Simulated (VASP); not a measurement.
A VASP calculation is set up with these files.

**KPOINTS**
```
Automatic mesh
0
Gamma
9 9 9
0 0 0
```

POSCAR:
```
AlP
1.0
  0.0000000000   2.5413770999   2.5413770999
  2.5413770999   0.0000000000   2.5413770999
  2.5413770999   2.5413770999   0.0000000000
Al P
1 1
Cartesian
  0.0000000000   0.0000000000   0.0000000000
  1.2706885500   1.2706885500   1.2706885500
```

### INCAR
```
IBRION = 2   ! conjugate gradients
ISMEAR = 0   ! Gaussian
EDIFFG = -0.02
ALGO = Normal
SIGMA = 0.05   ! width (eV)
LASPH = .TRUE.
EDIFF = 1E-6   ! SCF stop (eV)
PSTRESS = 450   ! kbar
LCHARG = .FALSE.
ISIF = 3   ! ions, shape and volume
PREC = Accurate
NSW = 40
NELM = 100
LWAVE = .FALSE.
LREAL = .FALSE.   ! projection in real space or not
GGA = PS   ! PBEsol
SYSTEM = AlP
ENCUT = 500   ! plane-wave cut-off (eV)
```

POTCAR, in this order: Al P (PBE.64 set). Program: vasp_std.

Q: Write an equivalent input for Ansatz.

A: One equivalent input (not run):
Ansatz 0.2 input:
```yaml
crystal:
  lattice:
    - [0.0000000, 2.5413771, 2.5413771]
    - [2.5413771, 0.0000000, 2.5413771]
    - [2.5413771, 2.5413771, 0.0000000]
  atoms:
    - { symbol: Al, position: [0.0000000, 0.0000000, 0.0000000] }
    - { symbol: P, position: [0.2500000, 0.2500000, 0.2500000] }
kpoints:
  mp_grid: { grid: [9, 9, 9] }
hamiltonian:
  xc: pbesol
  pseudopotentials: { kind: paw }
scf:
  occupations: { method: gaussian, width: 0.05 }
  max_iter: 100
relax:
  max_steps: 40
  f_tol: 0.02
  cell: { p_target: 45 }
output: { forces: true, stress: true, eigenvalues: true }
```
Limits of the translation: each code has its own PAW files, so the cut-off isn't converted (ENCUT is set for VASP's; basis.ecutwfc is left out, and Ansatz then takes the one that its files recommend); Ansatz stops its SCF on the density residual and VASP on the energy change (EDIFF).

The compound is AlP in the zinc blende structure. This run relaxes it under an external pressure of 45 GPa. Symmetry was kept, so distortions that lower it aren't found.
